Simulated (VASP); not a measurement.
Output of a VASP run:

**OSZICAR**
```
       N       E                     dE             d eps       ncg     rms          rms(c)
DAV:   1     0.253418805388E+03    0.25342E+03   -0.23915E+04   920   0.186E+03
DAV:   2    -0.413410321425E+02   -0.29476E+03   -0.28767E+03  1246   0.375E+02
DAV:   3    -0.541649028965E+02   -0.12824E+02   -0.12804E+02  1191   0.770E+01
DAV:   4    -0.544329690157E+02   -0.26807E+00   -0.26798E+00  1355   0.101E+01
DAV:   5    -0.544376746684E+02   -0.47057E-02   -0.47055E-02  1238   0.908E-01    0.668E+01
DAV:   6    -0.479399775050E+02    0.64977E+01   -0.40851E+01  1053   0.380E+01    0.578E+01
DAV:   7    -0.477346509544E+02    0.20533E+00   -0.25168E+00  1214   0.108E+01    0.339E+01
DAV:   8    -0.476765628068E+02    0.58088E-01   -0.21546E-01  1198   0.387E+00    0.460E+00
DAV:   9    -0.476663739554E+02    0.10189E-01   -0.65597E-02  1116   0.167E+00    0.185E+00
DAV:  10    -0.476655642183E+02    0.80974E-03   -0.84415E-03  1209   0.595E-01    0.508E-01
DAV:  11    -0.476654868205E+02    0.77398E-04   -0.81401E-04  1140   0.188E-01    0.316E-02
DAV:  12    -0.476654865480E+02    0.27247E-06   -0.69877E-05  1210   0.537E-02    0.129E-01
DAV:  13    -0.476654857184E+02    0.82961E-06   -0.56630E-06  1122   0.160E-02
   1 F= -.47665486E+02 E0= -.47665486E+02  d E =-.476655E+02
```

**OUTCAR**
```
------------------------ aborting loop because EDIFF is reached ----------------------------------------
  FORCE on cell =-STRESS in cart. coord.  units (eV):
  Direction    XX          YY          ZZ          XY          YZ          ZX
  --------------------------------------------------------------------------------------
  Total       -0.0079073     -0.0079073     -0.0079073      0.0000000      0.0000000      0.0000000
  in kB       -0.1810576     -0.1810576     -0.1810576      0.0000000      0.0000000      0.0000000
  external PRESSURE =      -0.1810576 kB  Pullay stress =       0.0000000 kB
  volume of cell :       69.97
      direct lattice vectors                 reciprocal lattice vectors
     4.120729878  0.000000000  0.000000000     0.242675455  0.000000000  0.000000000
     0.000000000  4.120729878  0.000000000     0.000000000  0.242675455  0.000000000
     0.000000000  0.000000000  4.120729878     0.000000000  0.000000000  0.242675455
 POSITION                                       TOTAL-FORCE (eV/Angst)
 -----------------------------------------------------------------------------------
      0.00000      0.00000      0.00000         0.000000      0.000000      0.000000
      2.06036      2.06036      2.06036         0.000000      0.000000      0.000000
      2.06036      0.00000      2.06036         0.000000      0.000000      0.000000
      0.00000      2.06036      2.06036         0.000000      0.000000      0.000000
      2.06036      2.06036      0.00000         0.000000      0.000000      0.000000
 -----------------------------------------------------------------------------------
    total drift:                                0.000000      0.000000      0.000000
  FREE ENERGIE OF THE ION-ELECTRON SYSTEM (eV)
  ---------------------------------------------------
  free  energy   TOTEN  =       -47.6654857184 eV

  energy  without entropy=      -47.6654857184  energy(sigma->0) =      -47.66548572

 reached required accuracy - stopping structural energy minimisation
```
(Selected blocks of OUTCAR.)

### POSCAR
```
BaHfO3
1
    4.1207298785     0.0000000000    -0.0000000000
    0.0000000000     4.1207298785    -0.0000000000
    0.0000000000     0.0000000000     4.1207298785
Ba Hf O
1 1 3
Direct
  0.0000000000   0.0000000000   0.0000000000
  0.5000000000   0.5000000000   0.5000000000
  0.5000000000   0.0000000000   0.5000000000
  0.0000000000   0.5000000000   0.5000000000
  0.5000000000   0.5000000000   0.0000000000
```

### Question
Write an INCAR and KPOINTS that could have produced this output.

### Answer
Several could match; the one computed here: the input of the run itself, LDA (Ceperley-Alder, Perdew-Zunger), plane waves, VASP's LDA PAW potentials (set 64).

File KPOINTS:
```
Automatic mesh
0
Gamma
6 6 6
0 0 0
```

### INCAR
```
ALGO  =  Normal
EDIFF  =  1E-6
EDIFFG  =  -0.02
ENCUT  =  620
IBRION  =  2
ISIF  =  3
ISMEAR  =  0
LASPH  =  .True.
LCHARG  =  .False.
LMAXMIX  =  6
LREAL  =  .False.
LWAVE  =  .False.
NELM  =  100
NSW  =  40
PREC  =  Accurate
SIGMA  =  0.05
SYSTEM  =  BaHfO3
```

POTCAR, in this order: Ba_sv Hf_pv O (LDA.64 set). Program: vasp_std.

The compound is BaHfO3 in the cubic perovskite structure. It was relaxed first.
